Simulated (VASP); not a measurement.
VASP runs on Sr (space group P6_3/mmc) share one base input (PBEsol GGA, plane waves, VASP's PBE PAW potentials (set 64)) and change the settings named in each case.

File POSCAR:
```
Sr
7.050
  0.6113475177   0.0000000000   0.0000000000
 -0.3056737589   0.5294424113   0.0000000000
  0.0000000000   0.0000000000   1.0000000000
Sr
2
Cart
 -0.0000003057   0.3529617840   0.2500000000
  0.3056740645   0.1764806273   0.7500000000
```

### KPOINTS
```
Automatic mesh
0
Gamma
12 12 6
0 0 0
```

INCAR:
```
SYSTEM=Sr
PREC=Accurate; ENCUT=300; LREAL=.FALSE.
LASPH=.TRUE.
EDIFF=1E-6; NELM=100; ALGO=Normal
LMAXMIX=4
ISMEAR=-1; SIGMA=0.1
GGA=PS
ISIF=2
LWAVE=.FALSE.; LCHARG=.FALSE.
```

POTCAR, in this order: Sr_sv (PBE.64 set). Program: vasp_std.

| change | E(σ→0) (eV/atom) | pressure (GPa) | −TS (eV) |
|---|---|---|---|
| base run | -1.8243 | -0.90 | -0.0925 |
| GGA removed, POTCAR Sr_sv (LDA.64 set) | -1.8472 | … | -0.0923 |
| GGA_COMPAT = .FALSE., LNONCOLLINEAR = .TRUE., LSORBIT = .TRUE., MAGMOM = 0.0 0.0 0.0 0.0 0.0 0.0, program vasp_ncl | -1.9123 | -0.91 | -0.0923 |
| KPOINTS 6×6×3 Γ-centred mesh | -1.8091 | -0.90 | -0.1157 |

Task: Some entries are withheld; supply them.

Result: 
- GGA removed, POTCAR Sr_sv (LDA.64 set), pressure (GPa): -1.64

Energies of different potentials or functionals have different zeros.  At 300 eV the pressure can carry a Pulay error.

Left out are runs that ran out of time, are held back, or changed the cell or the kind of run, fixed moments of cells without a moment, rows past the twelfth, gaps on odd meshes, pressures of charged cells and columns that move by less than the noise.

The structure comes from a measured Sr entry (P6_3/mmc) of the Crystallography Open Database, whose conditions weren't checked. The cell was not relaxed at this level. VASP warned that the highest band is occupied, so more bands are needed.
